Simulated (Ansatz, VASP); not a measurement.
## Cross-check of CsKTl2F6 between VASP and Ansatz

Wanted: the spread between two codes on one cell, functional and k mesh. The cell is invented: As first built, before any earlier steps moved the atoms (in the runner's words): K for half of the Cs in the CsTlF3 structure of space group Fm-3m. It may not be a known or stable phase. The cell is taken from a series of runs on this material, whose earlier steps may have relaxed, scaled, displaced or heated it; both programs get it as it stands.

Program: Ansatz 0.2.0. Level of theory: plane waves, with VASP 6.6.1 beside it; relaxation of cell and atoms at LDA. Results are calculated unless marked as measured.

## (1) Starting point

The structure is cubic, space group F-43m (No. 216). Conventional cell: a = 9.298 Å, b = 9.298 Å, c = 9.298 Å, α = 90.00°, β = 90.00°, γ = 90.00°. K has 12 F at 3.29 Å nearest. Nearest to Cs lie 12 F at 3.29 Å. Tl has 6 F at 2.53 Å nearest. Nearest to Tl lie 6 F at 2.12 Å. F has 2 Tl at 2.12 to 2.53 Å and 2 Cs at 3.29 Å and 2 K at 3.29 Å nearest. It derives from CsTlF3. As first built, before any earlier steps moved the atoms (in the runner's words): K for half of the Cs in the CsTlF3 structure of space group Fm-3m. Farther neighbours and most contacts between anions are not listed.

## (2) VASP: relaxation of cell and atoms, LDA

The relaxed volume is the usual yardstick between codes: in a stiff, nearly cubic crystal its relative difference is about their pressure difference at one cell divided by the bulk modulus.

Lines of VASP's logs that name or quote its potential files are left out, and so is its time.

The input, INCAR:

```
SYSTEM = CsKTl2F6
PREC = Accurate
ENCUT = 600
EDIFF = 1E-07
NELM = 120
ISMEAR = 0
SIGMA = 0.03
LREAL = .FALSE.
ALGO = Normal
GGA = CA
NBANDS = 53
LORBIT = 11
LWAVE = .FALSE.
LCHARG = .FALSE.
ISIF = 3
IBRION = 2
NSW = 80
EDIFFG = -0.005
LASPH = .TRUE.
GGA_COMPAT = .FALSE.
NELMIN = 4
EFERMI = MIDGAP
KPAR = 2
```

The input, POSCAR:

```
CsKTl2F6
1.0
    0.0000000000      4.6489950000      4.6489950000
    4.6489950000      0.0000000000      4.6489950000
    4.6489950000      4.6489950000      0.0000000000
K Cs Tl F
1 1 2 6
Direct
    0.7499999462      0.7499999462      0.7499999462
    0.2499999462      0.2499999462      0.2499999462
    0.5000000000      0.5000000000      0.5000000000
    0.0000000000      0.0000000000      0.0000000000
    0.7723400434      0.2276599566      0.2276599566
    0.2276599566      0.2276599566      0.7723400434
    0.2276600642      0.7723399358      0.7723399358
    0.2276599566      0.7723400434      0.2276599566
    0.7723399358      0.2276600642      0.7723399358
    0.7723399358      0.7723399358      0.2276600642
```

The input, KPOINTS:

```
Automatic mesh
0
Gamma
4 4 4
0 0 0
```

PAW data sets: K_sv, Cs_sv, Tl_d and F (LDA family, release 64).

Run with:

```bash
$ mpirun -np 2 vasp_std
```

Numbers of over 12 decimals in the logs are rounded to 6 here.

The log of the run:

```text
[banner, memory and clock lines left out]
running    2 mpi-ranks, on    1 nodes
 distrk:  each k-point on    1 cores,    2 groups
 distr:  one band on    1 cores,    1 groups

 POSCAR found type information on POSCAR K CsTlF
 POSCAR found :  4 types and      10 ions
 LDA part: xc-table for (Slater(with rela. corr.)+CA(PZ))
 , standard interpolation
 POSCAR, INCAR and KPOINTS ok, starting setup
 FFT: planning ... GRIDC
 FFT: planning ... GRID_SOFT
 FFT: planning ... GRID
 WAVECAR not read
 entering main loop
       N       E                     dE             d eps       ncg     rms          rms(c)
DAV:   1     0.714441366448E+03    0.71444E+03   -0.49181E+04   848   0.170E+03
DAV:   2     0.196223236248E+01   -0.71248E+03   -0.69712E+03  1032   0.403E+02
DAV:   3    -0.472137689193E+02   -0.49176E+02   -0.48944E+02  1000   0.995E+01
DAV:   4    -0.489032725538E+02   -0.16895E+01   -0.16865E+01  1224   0.144E+01
DAV:   5    -0.489244769956E+02   -0.21204E-01   -0.21199E-01  1148   0.151E+00    0.246E+01
DAV:   6    -0.439914025603E+02    0.49331E+01   -0.19717E+01  1056   0.293E+01    0.207E+01
DAV:   7    -0.439669679635E+02    0.24435E-01   -0.23127E+00   984   0.659E+00    0.103E+01
DAV:   8    -0.438556080853E+02    0.11136E+00   -0.32591E-01  1032   0.319E+00    0.237E+00
DAV:   9    -0.438362488038E+02    0.19359E-01   -0.60221E-02  1136   0.129E+00    0.212E-01
DAV:  10    -0.438364829385E+02   -0.23413E-03   -0.71906E-03  1096   0.400E-01    0.102E-01
DAV:  11    -0.438364450425E+02    0.37896E-04   -0.36089E-04  1160   0.903E-02    0.486E-02
DAV:  12    -0.438364102494E+02    0.34793E-04   -0.14835E-04  1008   0.645E-02    0.215E-02
DAV:  13    -0.438364071661E+02    0.30833E-05   -0.19385E-05  1064   0.210E-02    0.543E-03
DAV:  14    -0.438364070319E+02    0.13419E-06   -0.18611E-06  1104   0.665E-03    0.256E-03
DAV:  15    -0.438364069682E+02    0.63657E-07   -0.32453E-07   856   0.301E-03
   1 F= -.43836407E+02 E0= -.43836407E+02  d E =-.438364E+02
[...]
2 F= -.43889669E+02 E0= -.43889669E+02  d E =-.532621E-01
[...]
3 F= -.43889746E+02 E0= -.43889746E+02  d E =-.533388E-01
[...]
4 F= -.43903404E+02 E0= -.43903404E+02  d E =-.136583E-01
[...]
5 F= -.43907359E+02 E0= -.43907359E+02  d E =-.176136E-01
[...]
6 F= -.43907377E+02 E0= -.43907377E+02  d E =-.176308E-01
[...]
7 F= -.43907372E+02 E0= -.43907372E+02  d E =-.176258E-01
 curvature:  -1.12 expect dE=-0.774E-04 dE for cont linesearch -0.691E-05
 ZBRENT: accuracy reached
 trial: gam= 0.00858 g(F)=  0.569E-04 g(S)=  0.124E-04 ort = 0.365E-03 (trialstep = 0.116E+01)
 search vector abs. value=  0.770E-04
 bond charge predicted
       N       E                     dE             d eps       ncg     rms          rms(c)
DAV:   1    -0.439074314340E+02   -0.59882E-04   -0.35588E-02   858   0.974E-01    0.105E-01
DAV:   2    -0.439074253882E+02    0.60457E-05   -0.10451E-03   928   0.157E-01    0.680E-02
DAV:   3    -0.439074138279E+02    0.11560E-04   -0.25030E-05  1035   0.313E-02    0.364E-02
DAV:   4    -0.439074122228E+02    0.16051E-05   -0.11929E-05  1080   0.210E-02    0.113E-02
DAV:   5    -0.439074122499E+02   -0.27035E-07   -0.24962E-06   995   0.860E-03    0.534E-03
DAV:   6    -0.439074121389E+02    0.11096E-06   -0.33499E-07   752   0.299E-03    0.966E-04
DAV:   7    -0.439074121395E+02   -0.62573E-09   -0.60305E-08   529   0.138E-03
   8 F= -.43907412E+02 E0= -.43907412E+02  d E =-.405899E-04
 trial-energy change:   -0.000041  1 .order   -0.000040   -0.000084    0.000004
 step:   1.1090(harm=  1.1067)  dis= 0.00083  next Energy=   -43.907412 (dE=-0.407E-04)
 reached required accuracy - stopping structural energy minimisation
```

Parts of OUTCAR (step 2):

```text
ion  position               nearest neighbor table
   1  0.750  0.750  0.750-
   2  0.250  0.250  0.250-
   3  0.500  0.500  0.500-   7 2.53   9 2.53  10 2.53   8 2.53   6 2.53   5 2.53
   4  0.000  0.000  0.000-   5 2.12   6 2.12   8 2.12   7 2.12   9 2.12  10 2.12
   5  0.772  0.228  0.228-   4 2.12   3 2.53
   6  0.228  0.228  0.772-   4 2.12   3 2.53
   7  0.228  0.772  0.772-   4 2.12   3 2.53
   8  0.228  0.772  0.228-   4 2.12   3 2.53
   9  0.772  0.228  0.772-   4 2.12   3 2.53
  10  0.772  0.772  0.228-   4 2.12   3 2.53

  LATTYP: Found a face centered cubic cell.
 ALAT       =     9.2979900000

 Subroutine GETGRP returns: Found 24 space group operations
 (whereof 24 operations were pure point group operations)

The static configuration has the point symmetry T_d .

 Found      8 irreducible k-points:

   k-points           NKPTS =      8   k-points in BZ     NKDIM =      8   number of bands    NBANDS=     53

   dimension x,y,z NGX =    54 NGY =   54 NGZ =   54
   dimension x,y,z NGXF=   108 NGYF=  108 NGZF=  108

   ENCUT  =  600.0 eV  44.10 Ry    6.64 a.u.  13.13 13.13 13.13*2*pi/ulx,y,z

   NELECT =      86.0000    total number of electrons

 k-points in reciprocal lattice and weights: Automatic mesh
   0.00000000  0.00000000  0.00000000       0.016
   0.25000000  0.00000000  0.00000000       0.125
   0.50000000  0.00000000  0.00000000       0.062
   0.25000000  0.25000000  0.00000000       0.094
   0.50000000  0.25000000  0.00000000       0.375
  -0.25000000  0.25000000  0.00000000       0.188
   0.50000000  0.50000000  0.00000000       0.047
  -0.25000000  0.50000000  0.25000000       0.094

 average (electrostatic) potential at core
       1 -35.1476       2 -47.5542       3 -86.2283       4 -87.0625       5 -77.2475
       6 -77.2475       7 -77.2475       8 -77.2475       9 -77.2475      10 -77.2475

 E-fermi :   1.8598

 k-point     1 :       0.0000    0.0000    0.0000
  band No.  band energies     occupation
    ...
     39      -1.9941      2.00000
     40      -1.9941      2.00000
     41      -1.4079      2.00000
     42      -1.3484      2.00000
     43      -1.3484      2.00000
     44       4.2419      0.00000
     45       5.5225      0.00000
     46       5.5225      0.00000
     47       5.5225      0.00000
     48       6.1386      0.00000
    ...

 k-point     2 :       0.2500    0.0000    0.0000
  band No.  band energies     occupation
    ...
     39      -2.0814      2.00000
     40      -2.0382      2.00000
     41      -1.6207      2.00000
     42      -1.6207      2.00000
     43      -0.4431      2.00000
     44       3.4015      0.00000
     45       5.9496      0.00000
     46       5.9496      0.00000
     47       6.2408      0.00000
     48       6.5615      0.00000
    ...

 k-point     3 :       0.5000    0.0000    0.0000
  band No.  band energies     occupation
    ...
     39      -2.1941      2.00000
     40      -2.1014      2.00000
     41      -1.8790      2.00000
     42      -1.8790      2.00000
     43       0.4753      2.00000
     44       2.6008      0.00000
     45       6.4178      0.00000
     46       6.4473      0.00000
     47       6.4473      0.00000
     48       7.0887      0.00000
    ...

  Total       -0.0243396     -0.0243396     -0.0243396      0.0000000      0.0000000     -0.0000000
  in kB       -0.1960103     -0.1960103     -0.1960103      0.0000000      0.0000000     -0.0000000
  external PRESSURE =      -0.1960103 kB  Pullay stress =       0.0000000 kB

  energy-cutoff  :      600.00
  volume of cell :      198.95
      direct lattice vectors                 reciprocal lattice vectors
     0.000000000  4.633456471  4.633456471    -0.107910801  0.107910801  0.107910801
     4.633456471 -0.000000000  4.633456471     0.107910801 -0.107910801  0.107910801
     4.633456471  4.633456471 -0.000000000     0.107910801  0.107910801 -0.107910801

 POSITION                                       TOTAL-FORCE (eV/Angst)
 -----------------------------------------------------------------------------------
      6.95018      6.95018      6.95018         0.000000      0.000000      0.000000
      2.31673      2.31673      2.31673         0.000000      0.000000      0.000000
      4.63346      4.63346      4.63346         0.000000      0.000000      0.000000
      4.63346      4.63346     -0.00000         0.000000     -0.000000      0.000000
      2.15410      4.63346      4.63346         0.000876     -0.000000     -0.000000
      4.63346      4.63346      2.15410         0.000000     -0.000000      0.000876
      7.11281      4.63346      4.63346        -0.000876     -0.000000     -0.000000
      4.63346      2.15410      4.63346         0.000000      0.000876     -0.000000
      4.63346      7.11281      4.63346         0.000000     -0.000876     -0.000000
      4.63346      4.63346      7.11281         0.000000      0.000000     -0.000876
 -----------------------------------------------------------------------------------
    total drift:                                0.002060      0.002060      0.002060

  FREE ENERGIE OF THE ION-ELECTRON SYSTEM (eV)
  ---------------------------------------------------
  free  energy   TOTEN  =       -43.9074121395 eV

  energy  without entropy=      -43.9074121395  energy(sigma->0) =      -43.90741214

 reached required accuracy - stopping structural energy minimisation

 total charge
# of ion       s       p       d       tot
------------------------------------------
    1        1.946   5.554   0.008   7.508
    2        1.826   4.688   0.023   6.537
    3        1.273   0.182   9.706  11.160
    4        0.734   0.500   9.918  11.151
    5        1.732   4.295   0.000   6.027
    6        1.732   4.295   0.000   6.027
    7        1.732   4.295   0.000   6.027
    8        1.732   4.295   0.000   6.027
    9        1.732   4.295   0.000   6.027
   10        1.732   4.295   0.000   6.027
--------------------------------------------------
tot         16.169  36.694  19.654  72.517

[... 3 further parts left out ...]
```

CONTCAR:

```
CsKTl2F6
   1.00000000000000
     0.0000000000000000    4.6334564712316730    4.6334564712316730
     4.6334564712316730   -0.0000000000000000    4.6334564712316730
     4.6334564712316730    4.6334564712316730   -0.0000000000000000
  K               Cs              Tl              F
     1     1     2     6
Direct
     0.7499999461999991    0.7499999461999991    0.7499999461999991
     0.2499999461999991    0.2499999461999991    0.2499999461999991
     0.5000000000000000    0.5000000000000000    0.5000000000000000
     0.0000000000000000    0.0000000000000000    1.0000000000000000
     0.7675496256905676    0.2324503743094323    0.2324503743094323
     0.2324503743094323    0.2324503743094323    0.7675496256905676
     0.2324504819094341    0.7675495180905658    0.7675495180905658
     0.2324503743094323    0.7675496256905676    0.2324503743094323
     0.7675495180905658    0.2324504819094341    0.7675495180905658
     0.7675495180905658    0.7675495180905658    0.2324504819094341
```

The run keeps the 24 symmetry operations of its start, so it cannot find a distortion of lower symmetry.

[end of part 1 of 2]

[Lines on the potential files, build, host, timing and source positions are cut from VASP's logs without a mark.]

[Logs are printed without paths, hosts, clocks, repeated set-up lines and the standing remarks that a program may print on its own settings, such as how far it seeks lower states.]

[Hosts, paths, dates, database ids (printed as entryN), source tags and the programs' standing remarks are cut or masked in the printed files.]
